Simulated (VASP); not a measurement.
# Gap, carriers and strain in SnTe2 (Fm-3m), part 2 of 3

Aim: the gap of SnTe2, the masses at its band edges and their response to strain. The cell is generated by rule, not measured, and may not be a known phase.

VASP 6.6.1, plane waves and PAW; the level of theory is named at each step.

Still holding for the runs below: The k-mesh is coarse for a metal.

So far. Step 3 (Bands on a dense mesh): At -1.9 GPa the cell is away from the equilibrium volume of this level: left free, it would shrink.

The structure was built from a prototype and need not be the compound's stable phase.

### Step 4. Bands with spin-orbit coupling

This step: PBE, spin-orbit coupling; plane waves and PAW (Sn_d, Te); invented cell (VASP 6.6.1).

Spin-orbit coupling can split and shift the band edges, more so for heavy elements, so the bands are solved again with spinors.

INCAR

```
SYSTEM = SnTe2
PREC = Accurate
ENCUT = 400
EDIFF = 1E-06
NELM = 100
ISMEAR = 0
SIGMA = 0.02
LREAL = .FALSE.
ALGO = Normal
GGA = PE
LNONCOLLINEAR = .TRUE.
MAGMOM = 0 0 0 0 0 0 0 0 0
NBANDS = 38
GGA_COMPAT = .FALSE.
LASPH = .TRUE.
LSORBIT = .TRUE.
LORBIT = 11
LWAVE = .FALSE.
LCHARG = .FALSE.
KPAR = 4
ISIF = 2
```

POSCAR

```
SnTe2
1.0
    0.0000000000      3.7948100000      3.7948100000
    3.7948100000      0.0000000000      3.7948100000
    3.7948100000      3.7948100000      0.0000000000
Sn Te
1 2
Direct
    0.0000000000      0.0000000000      0.0000000000
    0.2500000000      0.2500000000      0.2500000000
    0.7500000000      0.7500000000      0.7500000000
```

KPOINTS

```
Automatic mesh
0
Gamma
6 6 6
0 0 0
```

KPOINTS_OPT

```
Line mode
16
Line-mode
Reciprocal
  0.00000000   0.00000000   0.00000000 GAMMA
  0.50000000   0.00000000   0.50000000 X

  0.50000000   0.00000000   0.50000000 X
  0.50000000   0.25000000   0.75000000 W

  0.50000000   0.25000000   0.75000000 W
  0.37500000   0.37500000   0.75000000 K

  0.37500000   0.37500000   0.75000000 K
  0.00000000   0.00000000   0.00000000 GAMMA

  0.00000000   0.00000000   0.00000000 GAMMA
  0.50000000   0.50000000   0.50000000 L

  0.50000000   0.50000000   0.50000000 L
  0.62500000   0.25000000   0.62500000 U

  0.62500000   0.25000000   0.62500000 U
  0.50000000   0.25000000   0.75000000 W

  0.50000000   0.25000000   0.75000000 W
  0.50000000   0.50000000   0.50000000 L

  0.50000000   0.50000000   0.50000000 L
  0.37500000   0.37500000   0.75000000 K

  0.62500000   0.25000000   0.62500000 U
  0.50000000   0.00000000   0.50000000 X
```

The projector-augmented-wave data sets are Sn_d and Te (PBE family, release 64).

Started as:

```bash
$ mpirun -np 4 vasp_ncl
```

The log of the run:

```text
[... set-up lines as in an earlier step ...]
 entering main loop
       N       E                     dE             d eps       ncg     rms          rms(c)
DAV:   1     0.189578157583E+03    0.18958E+03   -0.95740E+03  1228   0.115E+03
DAV:   2     0.156582642553E+02   -0.17392E+03   -0.16675E+03  1286   0.303E+02
DAV:   3    -0.879638123171E+01   -0.24455E+02   -0.23614E+02  1490   0.121E+02
DAV:   4    -0.100437493870E+02   -0.12474E+01   -0.12320E+01  1384   0.295E+01
DAV:   5    -0.100946235448E+02   -0.50874E-01   -0.50860E-01  1730   0.596E+00    0.577E+00
DAV:   6    -0.100675223164E+02    0.27101E-01   -0.55003E-02  1528   0.234E+00    0.375E+00
DAV:   7    -0.100683352245E+02   -0.81291E-03   -0.21150E-02  1490   0.853E-01    0.201E+00
DAV:   8    -0.100696296670E+02   -0.12944E-02   -0.18124E-03  1448   0.287E-01    0.185E-01
DAV:   9    -0.100695222461E+02    0.10742E-03   -0.77790E-04  1562   0.302E-01    0.738E-02
DAV:  10    -0.100696669047E+02   -0.14466E-03   -0.17678E-04  1344   0.716E-02    0.374E-02
DAV:  11    -0.100696883429E+02   -0.21438E-04   -0.10862E-05  1502   0.219E-02    0.206E-02
DAV:  12    -0.100697082734E+02   -0.19931E-04   -0.21534E-05  1178   0.186E-02    0.806E-03
DAV:  13    -0.100697112231E+02   -0.29498E-05   -0.22744E-06  1148   0.934E-03    0.366E-03
DAV:  14    -0.100697121682E+02   -0.94510E-06   -0.18361E-06  1032   0.643E-03
   1 F= -.10069712E+02 E0= -.10068967E+02  d E =-.149084E-02  mag=    -0.0000     0.0000     0.0000
 Start KPOINTS_OPT (optional k-point list driver)
k-point batch [1-16\160]
       N       E                     dE             ncg
DAV:   1     0.550540358823E+03   -0.35567E+04     1216
DAV:   2    -0.219330415796E+04   -0.27438E+04     1264
DAV:   3    -0.258793581616E+04   -0.39463E+03     1416
DAV:   4    -0.261040024947E+04   -0.22464E+02     1392
DAV:   5    -0.261126380426E+04   -0.86355E+00     1634
DAV:   6    -0.261128274291E+04   -0.18939E-01     1632
DAV:   7    -0.261128336586E+04   -0.62295E-03     1722
DAV:   8    -0.261128337166E+04   -0.58073E-05     1536
DAV:   9    -0.261128337178E+04   -0.11302E-06      848
[...]
k-point batch [145-160\160]
       N       E                     dE             ncg
DAV:   1     0.561872949478E+03   -0.89412E+04     1230
DAV:   2    -0.221255781806E+04   -0.27744E+04     1280
DAV:   3    -0.261273510937E+04   -0.40018E+03     1490
DAV:   4    -0.263227313804E+04   -0.19538E+02     1416
DAV:   5    -0.263307578515E+04   -0.80265E+00     1728
DAV:   6    -0.263309113717E+04   -0.15352E-01     1672
DAV:   7    -0.263309167554E+04   -0.53837E-03     1770
DAV:   8    -0.263309168016E+04   -0.46275E-05     1528
DAV:   9    -0.263309168029E+04   -0.12344E-06      926
```

Wall time 3.8 min (4 MPI ranks of Intel Xeon Platinum 8259CL at 2.50GHz (Skylake/Cascade Lake), shared host); peak memory 1.8 GiB.

Parts of OUTCAR (step 4):

```text
The static configuration has the point symmetry O_h .

 Found     16 irreducible k-points:

   k-points           NKPTS =     16   k-points in BZ     NKDIM =     16   number of bands    NBANDS=     38

   NELECT =      26.0000    total number of electrons

 E-fermi :   4.8030

 k-point     1 :       0.0000    0.0000    0.0000
  band No.  band energies     occupation
    ...
     24       3.0132      1.00000
     25       3.7141      1.00000
     26       3.7141      1.00000
     27       3.7141      1.00000
     28       3.7141      1.00000
     29       6.0057      0.00000
     30       6.0057      0.00000
     31       6.5888      0.00000
     32       6.5888      0.00000
     33       6.5888      0.00000
    ...

 k-point     2 :       0.1667    0.0000    0.0000
  band No.  band energies     occupation
    ...
     24       3.1334      1.00000
     25       3.6606      1.00000
     26       3.6606      1.00000
     27       4.5073      1.00000
     28       4.5073      1.00000
     29       6.2805      0.00000
     30       6.2805      0.00000
     31       6.6720      0.00000
     32       6.6720      0.00000
     33       6.7652      0.00000
    ...

  Total       -1.1501294     -1.1501294     -1.1501294      0.0000000      0.0000000      0.0000000
  in kB      -16.8599851    -16.8599851    -16.8599851      0.0000000      0.0000000      0.0000000
  external PRESSURE =     -16.8599851 kB  Pullay stress =       0.0000000 kB

 POSITION                                       TOTAL-FORCE (eV/Angst)
 -----------------------------------------------------------------------------------
      0.00000      0.00000      0.00000        -0.000000     -0.000000     -0.000000
      1.89741      1.89741      1.89741         0.000000      0.000000     -0.000000
      5.69222      5.69222      5.69222        -0.000000     -0.000000      0.000000
 -----------------------------------------------------------------------------------
    total drift:                                0.000000      0.000000      0.000000

  FREE ENERGIE OF THE ION-ELECTRON SYSTEM (eV)
  ---------------------------------------------------
  free  energy   TOTEN  =       -10.0697121682 eV

  energy  without entropy=      -10.0682213286  energy(sigma->0) =      -10.06896675

 Spin-Orbit-Coupling matrix elements
 Ion:    1  E_soc:     -0.0841811
 Ion:    2  E_soc:     -0.3074107
 Ion:    3  E_soc:     -0.3074107

 total charge
# of ion       s       p       d       tot
------------------------------------------
    1        1.355   0.694   9.981  12.031
    2        1.413   1.840   0.021   3.274
    3        1.413   1.840   0.021   3.274
--------------------------------------------------
tot          4.182   4.374  10.024  18.579

 magnetization (x)
# of ion       s       p       d       tot
------------------------------------------
    1        0.000   0.000   0.000   0.000
    2       -0.000  -0.000  -0.000  -0.000
    3       -0.000  -0.000  -0.000  -0.000
--------------------------------------------------
tot         -0.000  -0.000  -0.000  -0.000

 magnetization (y)
# of ion       s       p       d       tot
------------------------------------------
    1        0.000   0.000  -0.000   0.000
    2        0.000   0.000  -0.000  -0.000
    3        0.000   0.000  -0.000  -0.000
--------------------------------------------------
tot          0.000   0.000  -0.000  -0.000

 magnetization (z)
# of ion       s       p       d       tot
------------------------------------------
    1        0.000  -0.000  -0.000  -0.000
    2        0.000   0.000   0.000   0.000
    3        0.000   0.000   0.000   0.000
--------------------------------------------------
tot          0.000   0.000  -0.000   0.000

[... 7 parts as in an earlier step ...]

[... 5 further parts left out ...]
```

LASPH is on here and off in the session's scalar semilocal runs, so a comparison with those holds both changes.

Numbers from this step:

- SCF cycles: 14
- bands: 38
- irreducible k-points: 16
- free energy (TOTEN): -10.07 eV
- energy at zero smearing: -10.07 eV
- Fermi energy: 4.803 eV
- pressure: -1.686 GPa

The spin moment in the PAW sphere vanishes on all atoms.

On-site spin-orbit energy by atom:

| atom | on-site spin-orbit energy (eV) |
| --- | --- |
| Sn1 | -0.084 |
| Te2 | -0.307 |
| Te3 | -0.307 |

The electronic bands at the labelled points (eV, zero at the Fermi level; # counts the bands kept, so #1 is VASP's band 15):

| point | #9 | #10 | #11 | #12 | #13 | #14 | #15 | #16 |
| --- | --- | --- | --- | --- | --- | --- | --- | --- |
| Γ | -1.79 | -1.79 | -1.09 | -1.09 | -1.09 | -1.09 | 1.20 | 1.20 |
| 0.53 of the way | -0.89 | -0.89 | -0.45 | -0.45 | -0.04 | -0.04 | 1.16 | 1.16 |
| X | 0.06 | 0.06 | 0.66 | 0.66 | 0.88 | 0.88 | 1.83 | 1.83 |
| 0.53 of the way | -0.88 | -0.88 | 0.46 | 0.46 | 0.79 | 0.79 | 2.66 | 2.66 |
| W | -0.93 | -0.93 | 0.55 | 0.55 | 0.69 | 0.69 | 2.44 | 2.44 |
| 0.47 of the way | -0.93 | -0.93 | 0.28 | 0.28 | 0.70 | 0.70 | 2.62 | 2.62 |
| K | -0.85 | -0.85 | -0.22 | -0.22 | 0.71 | 0.71 | 2.92 | 2.92 |
| 0.47 of the way | -1.71 | -1.71 | -0.44 | -0.44 | 0.05 | 0.05 | 1.95 | 1.95 |
| Γ | -1.79 | -1.79 | -1.09 | -1.09 | -1.09 | -1.09 | 1.20 | 1.20 |
| 0.47 of the way | -1.73 | -1.73 | -1.22 | -1.22 | 0.04 | 0.04 | 1.79 | 1.79 |
| L | -2.01 | -2.01 | -1.51 | -1.51 | 0.47 | 0.47 | 2.78 | 2.78 |
| 0.47 of the way | -1.17 | -1.17 | -0.56 | -0.56 | 0.07 | 0.07 | 2.87 | 2.87 |
| U | -0.85 | -0.85 | -0.22 | -0.22 | 0.71 | 0.71 | 2.92 | 2.92 |
| 0.47 of the way | -0.93 | -0.93 | 0.20 | 0.20 | 0.70 | 0.70 | 2.66 | 2.66 |
| W | -0.93 | -0.93 | 0.55 | 0.55 | 0.69 | 0.69 | 2.44 | 2.44 |
| 0.53 of the way | -0.87 | -0.87 | -0.42 | -0.42 | 0.01 | 0.01 | 2.78 | 2.78 |
| L | -2.01 | -2.01 | -1.51 | -1.51 | 0.47 | 0.47 | 2.78 | 2.78 |
| 0.53 of the way | -1.04 | -1.04 | -0.41 | -0.41 | 0.03 | 0.03 | 2.88 | 2.88 |
| K | -0.85 | -0.85 | -0.22 | -0.22 | 0.71 | 0.71 | 2.92 | 2.92 |
| jump to U | -0.85 | -0.85 | -0.22 | -0.22 | 0.71 | 0.71 | 2.92 | 2.92 |
| 0.47 of the way | -0.34 | -0.34 | 0.27 | 0.27 | 0.83 | 0.83 | 2.47 | 2.47 |
| X | 0.06 | 0.06 | 0.66 | 0.66 | 0.88 | 0.88 | 1.83 | 1.83 |

Of the projections kept (Sn, Te), the largest for each band there; the rest of the weight can lie on other orbitals:

| point | #9 | #10 | #11 | #12 | #13 | #14 | #15 | #16 |
| --- | --- | --- | --- | --- | --- | --- | --- | --- |
| Γ | Te 0.64 | Te 0.64 | Te 0.57 | Te 0.57 | Te 0.57 | Te 0.57 | Te 0.55 | Te 0.55 |
| X | Te 0.97 | Te 0.97 | Te 0.97 | Te 0.97 | Te 0.99 | Te 0.99 | Sn 0.75 | Sn 0.75 |
| W | Te 0.63 | Te 0.63 | Te 0.96 | Te 0.96 | Te 0.99 | Te 0.99 | Sn 0.78 | Sn 0.78 |
| K | Te 0.68 | Te 0.68 | Te 0.94 | Te 0.94 | Te 0.98 | Te 0.98 | Sn 0.68 | Sn 0.68 |
| Γ | Te 0.64 | Te 0.64 | Te 0.57 | Te 0.57 | Te 0.57 | Te 0.57 | Te 0.55 | Te 0.55 |
| L | Te 0.95 | Te 0.95 | Te 0.96 | Te 0.96 | Te 0.74 | Te 0.74 | Sn 0.59 | Sn 0.59 |

### Step 5. Orbitals for bands with HSE06

This step: PBE; plane waves and PAW (Sn_d, Te); invented cell (VASP 6.6.1).

The hybrid starts from PBE orbitals, which saves many expensive cycles.

INCAR

```
SYSTEM = SnTe2
PREC = Accurate
ENCUT = 400
EDIFF = 1E-05
NELM = 100
ISMEAR = 0
SIGMA = 0.02
LREAL = .FALSE.
ALGO = Normal
GGA = PE
NBANDS = 19
LORBIT = 11
LWAVE = .TRUE.
LCHARG = .FALSE.
KPAR = 4
```

POSCAR is that of step 4.

KPOINTS

```
Automatic mesh
0
Gamma
4 4 4
0 0 0
```

Started as:

```bash
$ mpirun -np 4 vasp_std
```

The log of the run:

```text
[... set-up lines as in an earlier step ...]
 entering main loop
       N       E                     dE             d eps       ncg     rms          rms(c)
DAV:   1     0.160741112647E+03    0.16074E+03   -0.10021E+04   304   0.117E+03
DAV:   2     0.707709664334E+01   -0.15366E+03   -0.14987E+03   334   0.290E+02
DAV:   3    -0.906550821656E+01   -0.16143E+02   -0.15897E+02   379   0.955E+01
DAV:   4    -0.967191082513E+01   -0.60640E+00   -0.59891E+00   343   0.190E+01
DAV:   5    -0.969628687089E+01   -0.24376E-01   -0.24375E-01   403   0.403E+00    0.517E+00
DAV:   6    -0.968158235823E+01    0.14705E-01   -0.48374E-02   343   0.178E+00    0.328E+00
DAV:   7    -0.968419327677E+01   -0.26109E-02   -0.34242E-02   331   0.116E+00    0.214E-01
DAV:   8    -0.968369343450E+01    0.49984E-03   -0.60611E-03   331   0.659E-01    0.894E-02
DAV:   9    -0.968390523185E+01   -0.21180E-03   -0.38511E-04   319   0.133E-01    0.317E-02
DAV:  10    -0.968391509634E+01   -0.98645E-05   -0.14802E-05   290   0.280E-02
   1 F= -.96839151E+01 E0= -.96823938E+01  d E =-.304253E-02
 writing wavefunctions
```

Wall time 8 s (4 MPI ranks); peak memory 0.78 GiB; 29 s of CPU time.

From OUTCAR (step 5):

```text
   k-points           NKPTS =      8   k-points in BZ     NKDIM =      8   number of bands    NBANDS=     19

   NELECT =      26.0000    total number of electrons

 E-fermi :   4.6874

 k-point     1 :       0.0000    0.0000    0.0000
  band No.  band energies     occupation
    ...
     10       2.3309      2.00000
     11       2.3309      2.00000
     12       3.4809      2.00000
     13       3.4809      2.00000
     14       3.4809      2.00000
     15       6.3944      0.00000
     16       6.3944      0.00000
     17       6.3944      0.00000
     18       9.6364      0.00000
     19       9.6364      0.00000

  Total       -1.0878125     -1.0878125     -1.0878125     -0.0000000      0.0000000     -0.0000000
  in kB      -15.9464691    -15.9464691    -15.9464691     -0.0000000      0.0000000     -0.0000000
  external PRESSURE =     -15.9464691 kB  Pullay stress =       0.0000000 kB

 POSITION                                       TOTAL-FORCE (eV/Angst)
 -----------------------------------------------------------------------------------
      0.00000      0.00000      0.00000         0.000000      0.000000     -0.000000
      1.89741      1.89741      1.89741         0.000000      0.000000      0.000000
      5.69222      5.69222      5.69222        -0.000000     -0.000000     -0.000000
 -----------------------------------------------------------------------------------
    total drift:                               -0.000000      0.000000      0.000000

  FREE ENERGIE OF THE ION-ELECTRON SYSTEM (eV)
  ---------------------------------------------------
  free  energy   TOTEN  =        -9.6839150963 eV

  energy  without entropy=       -9.6808725670  energy(sigma->0) =       -9.68239383

[... 6 parts as in an earlier step ...]

[... 10 further parts left out ...]
```

Numbers from this step:

```
SCF cycles              : 10
bands                   : 19
irreducible k-points    : 8
free energy (TOTEN)     : -9.684 eV
energy at zero smearing : -9.682 eV
Fermi energy            : 4.687 eV
pressure                : -1.595 GPa
```

The run ends at a pressure of -1.59 GPa.

(Continued in part 3 of 3.)

[Lines on the potential files, build, host, timing and source positions are cut from VASP's logs without a mark.]

[Logs are printed without paths, hosts, clocks, repeated set-up lines and the standing remarks that a program may print on its own settings, such as how far it seeks lower states.]

[Hosts, paths, dates, database ids (printed as entryN), source tags and the programs' standing remarks are cut or masked in the printed files.]

[In band tables of VASP the shares of atoms and orbitals are scaled to a sum of 1 inside the atoms' spheres.]

[Gaps and slopes under strain along one axis are those of the sampled path and mesh points; where strain splits equal valleys, another of them can be the edge.]
